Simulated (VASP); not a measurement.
An input for Quantum ESPRESSO's pw.x (written as the equivalent of a VASP run, and not itself run):

```
&CONTROL
  calculation = 'scf'
  pseudo_dir = './pseudo'
  outdir = './out'
  tprnfor = .true.
  tstress = .true.
/
&SYSTEM
  ibrav = 0
  nat = 2
  ntyp = 2
  ecutwfc = 72
  occupations = 'tetrahedra'
  input_dft = 'pbesol'
/
&ELECTRONS
  conv_thr = 7.3e-09
  electron_maxstep = 100
/
ATOMIC_SPECIES
  Sn 118.710 Sn.upf
  Si 28.085 Si.upf
CELL_PARAMETERS angstrom
     3.7592987   -0.0000000   -0.0000000
    -1.8796499    3.2556487    0.0000000
    -0.0000000    0.0000000    3.5971133
ATOMIC_POSITIONS crystal
  Sn   0.0000000  1.0000000  0.0000000
  Si   0.6666670  0.3333330  0.5000000
K_POINTS automatic
  13 13 11 0 0 0
```

Task: Translate this input to VASP (INCAR, KPOINTS, POSCAR, choice of POTCAR).

Result: Several could match; the one computed here: 
### INCAR
```
# general
SYSTEM   =  SiSn
PREC     =  Accurate
ENCUT    =  400   # plane-wave cut-off (eV)
LREAL    =  .False.   # projection in real space or not
LASPH    =  .True.

# electronic loop
EDIFF    =  1E-7   # SCF stop (eV)
NELM     =  100   # most electronic steps
ALGO     =  Normal   # blocked Davidson
LMAXMIX  =  4

# smearing
ISMEAR   =  -5

# functional
GGA      =  PS

# ions
ISIF     =  2   # forces and stress, cell fixed

# output
LWAVE    =  .False.
LCHARG   =  .True.
LORBIT   =  11
NEDOS    =  601
```

POSCAR:
```
SiSn
1
    3.7592987480    -0.0000000256    -0.0000000000
   -1.8796499178     3.2556487083     0.0000000000
   -0.0000000000     0.0000000000     3.5971132532
Sn Si
1 1
Direct
  0.0000000000   1.0000000000   0.0000000000
  0.6666670000   0.3333330000   0.5000000000
```

**KPOINTS**
```
Automatic
0
G
 13 13 11
0 0 0
```

POTCAR, in this order: Sn_d Si (PBE.64 set). Program: vasp_std.

Limits of the translation: the potentials are each code's own (VASP's PAW set, PseudoDojo norm-conserving files in pw.x), so ENCUT and ecutwfc are chosen apart and not converted; conv_thr bounds pw.x's estimated SCF error, while EDIFF bounds the energy change between steps.

The structure was generated: SiSn was put into the WC type (P-6m2), which need not be its known phase. It was relaxed first, which changed the volume by +11 %.
